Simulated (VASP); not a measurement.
```
Be2C
1.0
    0.00000     2.14858     2.14858
    2.14858     0.00000     2.14858
    2.14858     2.14858     0.00000
Be C
2 1
Direct
  0.25000   0.25000   0.25000
  0.75000   0.75000   0.75000
  0.00000   0.00000   0.00000
```

The numbers are results of PBE GGA with D3 dispersion (zero damping), VASP's PBE PAW potentials (set 64) (plane waves; VASP), not measurements. Run with 520 eV cut-off, Gaussian smearing of 0.050 eV, potentials Be C.

### Question
Estimate the band gap (along the path) with the smallest direct gap where there is one.

### Answer

The band gap (along the path) comes out as 1.17 eV and the smallest direct gap (along the path) comes out as 4.17 eV.

Total energies compare only between runs with the same potentials, cut-off and functional.

The compound is Be2C in the antifluorite structure. It was relaxed first.
